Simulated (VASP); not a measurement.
Here is the system:

```yaml
crystal:
  lattice:
    - [4.57714, 0.00000, 0.00000]
    - [0.00000, 4.57714, 0.00000]
    - [0.00000, 0.00000, 4.57714]
  atoms:
    - { symbol: Hf, position: [0.00000, 0.00000, 0.00000] }
    - { symbol: Hf, position: [0.50000, 0.50000, 0.00000] }
    - { symbol: Hf, position: [0.50000, 0.00000, 0.50000] }
    - { symbol: Hf, position: [0.00000, 0.50000, 0.50000] }
    - { symbol: N, position: [0.50000, 0.50000, 0.50000] }
    - { symbol: C, position: [0.00000, 0.00000, 0.50000] }
    - { symbol: C, position: [0.00000, 0.50000, 0.00000] }
    - { symbol: C, position: [0.50000, 0.00000, 0.00000] }
```

All values below come from PBEsol GGA, VASP's PBE PAW potentials (set 64) (plane waves; VASP). Numerical set-up: 520 eV cut-off, 7×7×7 Γ-centred mesh, first-order Methfessel-Paxton smearing of 0.10 eV, potentials Hf_pv N C.

Unless said otherwise, spin-orbit coupling is left out, though it shifts the bands of the heavy elements here.

Predict the energy per atom (σ→0), band gap (on the k-mesh) with the smallest direct gap where there is one.

```json
{
 "band gap (on the k-mesh)": "none (metal, semimetal or under 0.01 eV)",
 "energy per atom (σ→0)": "-11.252 eV/atom"
}
```

Total energies compare only between runs with the same potentials, cut-off and functional.

The structure was generated: Hf4C3N was put into an ordered model structure (Pm-3m), which need not be its known phase. It was relaxed first. The start is the result of an earlier pass. The electron count is odd and the run is not spin-polarised, which forces a metal.
